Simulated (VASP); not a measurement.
Here is a VASP 6.6.1 calculation.

Contents of INCAR:

```
SYSTEM = LaMnAs3
PREC = Accurate
ENCUT = 520
EDIFF = 1E-6
ISMEAR = -1
SIGMA = 0.1
LREAL = .False.
LASPH = .True.
NELM = 150
ALGO = Fast
ISIF = 2
LWAVE = .False.
LCHARG = .False.
LMAXMIX = 6
LDAU = .True.
LDAUTYPE = 2
LDAUL = 3 -1 -1
LDAUU = 5 0 0
LDAUJ = 0 0 0
LDAUPRINT = 1
GGA = PE
NBANDS = 28
```

File KPOINTS:

```
Automatic mesh
0
Gamma
  4 4 4
  0 0 0
```

POSCAR

```
LaMnAs3
1.0
    4.5739020000      0.0000000000      0.0000000000
    0.0000000000      4.5739020000      0.0000000000
    0.0000000000      0.0000000000      4.5739020000
La As Mn
1 3 1
Direct
    0.0000000000      0.0000000000      0.0000000000
    0.5000000000      0.5000000000      0.0000000000
    0.0000000000      0.5000000000      0.5000000000
    0.5000000000      0.0000000000      0.5000000000
    0.5000000000      0.5000000000      0.5000000000
```

Potentials or basis: VASP PAW PBE potentials, release 64 (La, As, Mn_pv).

Command:

```console
$ cat potpaw_PBE.64/La/POTCAR potpaw_PBE.64/As/POTCAR potpaw_PBE.64/Mn_pv/POTCAR > POTCAR
$ mpirun -np 1 vasp_std > vasp.out
```

Question: Estimate the pressure.

Answer: 11.8 GPa.

Question: Estimate the band gap on the k mesh.

Answer: None (metal or under the smearing width).

Eigenvalues of the final occupation matrices:
| site | spin | trace | eigenvalues |
| --- | --- | --- | --- |
| site 1 f | 1 | 0.05 | 0.00 0.00 0.00 0.01 0.01 0.01 0.01 |
| site 1 f | 2 | 0.05 | 0.00 0.00 0.00 0.01 0.01 0.01 0.01 |

Caveat: U without spin polarisation on a metal has little footing; the U is typed as a test and isn't derived for this compound. Spin-orbit coupling is left out, which matters for the levels of La.
